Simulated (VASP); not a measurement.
Consider the following.

```
PtSe2
1.0
    1.87119    -3.24100     0.00000
    1.87119     3.24100     0.00000
    0.00000     0.00000     4.76405
Pt Se
1 2
Direct
  0.00000   0.00000   0.00000
  0.33333   0.66667   0.26540
  0.66667   0.33333   0.73460
```

Level of theory: LDA (Ceperley-Alder, Perdew-Zunger), VASP's LDA PAW potentials (set 64) (plane waves; VASP). Settings: 500 eV cut-off, 9×9×7 Γ-centred mesh, first-order Methfessel-Paxton smearing of 0.10 eV, potentials Pt Se.

Unless said otherwise, spin-orbit coupling is left out, though it shifts the bands of the heavy elements here.

### Question
Estimate the energy per atom (σ→0), band gap (on the k-mesh) with the smallest direct gap where there is one.

### Answer

```yaml
band gap (on the k-mesh): none (metal, semimetal or under 0.01 eV)
energy per atom (σ→0): -5.697 eV/atom
```

The compound is PtSe2 in the 1T layered structure. It was relaxed first, which changed the volume by -6 %.
